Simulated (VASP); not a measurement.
Given:

```
InP
1.0
    4.15116     0.00000     0.00000
   -2.07558     3.59501     0.00000
    0.00000     0.00000     6.80563
In P
2 2
Direct
  0.33333   0.66667   0.00000
  0.66667   0.33333   0.50000
  0.33333   0.66667   0.37500
  0.66667   0.33333   0.87500
```

Computed with PBEsol GGA, VASP's PBE PAW potentials (set 64) (plane waves; VASP 6.6.1). Settings: 500 eV cut-off, 6×6×4 Γ-centred mesh, Gaussian smearing of 0.050 eV, potentials In_d P.

Unless said otherwise, spin-orbit coupling is left out, though it shifts the bands of the heavy elements here.

Task: Predict the energy per atom (σ→0), band gap (on the k-mesh) with the smallest direct gap where there is one.

Result: 
```json
{
 "band gap (on the k-mesh)": "0.64 eV",
 "smallest direct gap (on the k-mesh)": "0.64 eV",
 "energy per atom (σ→0)": "-4.570 eV/atom"
}
```

Total energies compare only between runs with the same potentials, cut-off and functional.

The structure was generated: InP was put into the wurtzite type (P6_3mc), which need not be its known phase. It was relaxed first, which changed the volume by +7 %.
